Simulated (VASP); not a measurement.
SiC (zinc blende): the bulk modulus from VASP (plane waves, PAW) at several levels of theory. Static lattice, third-order Birch-Murnaghan fit over five volumes.

```tsv
level	bulk modulus (GPa)	error against measurement
LDA	228	-0.3 %
PBE	212	-7.4 %
PBEsol	221	-3.6 %
RPBE	205	-10.3 %
AM05	221	-3.5 %
PBE-D3(BJ)	221	-3.6 %
PBE-D4	219	-4.2 %
optB88-vdW	211	-8.0 %
rev-vdW-DF2	214	-6.4 %
revTPSS	222	-3.2 %
SCAN	228	-0.6 %
r2SCAN	227	-1.0 %
r2SCAN+rVV10	229	-0.1 %
HSE06	233	+1.5 %
HSEsol	238	+3.7 %
PBE0	233	+1.8 %
```

Measured: 229 GPa at 0 K (as given by Daniel Mejia-Rodriguez et al., Physical Review B (2018), arXiv:1807.09216; 0 K value with the zero-point phonon effect removed).

The cell of the LDA run:

```cif
data_C4Si4
_chemical_formula_sum 'Si4 C4'
_space_group_name_H-M_alt 'F-43m'
_space_group_IT_number 216
_space_group_name_Hall 'F -4 2 3'
_cell_length_a 4.33198
_cell_length_b 4.33198
_cell_length_c 4.33198
_cell_angle_alpha 90.000
_cell_angle_beta 90.000
_cell_angle_gamma 90.000
loop_
_atom_site_label
_atom_site_type_symbol
_atom_site_symmetry_multiplicity
_atom_site_Wyckoff_symbol
_atom_site_fract_x
_atom_site_fract_y
_atom_site_fract_z
_atom_site_occupancy
Si1 Si 4 a 0.00000 0.00000 0.00000 1
C1 C 4 d 0.75000 0.75000 0.75000 1
```
(The calculation used a cell of 2 atoms; values per cell refer to that cell.)

Only levels that ran to the end are used. Left out are those held back, those with too coarse a band path, GW runs whose mesh misses a band edge, hybrids' fits of cells that aren't cubic and levels without matching references; a question may draw on a part of the rest.

The compound is SiC in the zinc blende structure.
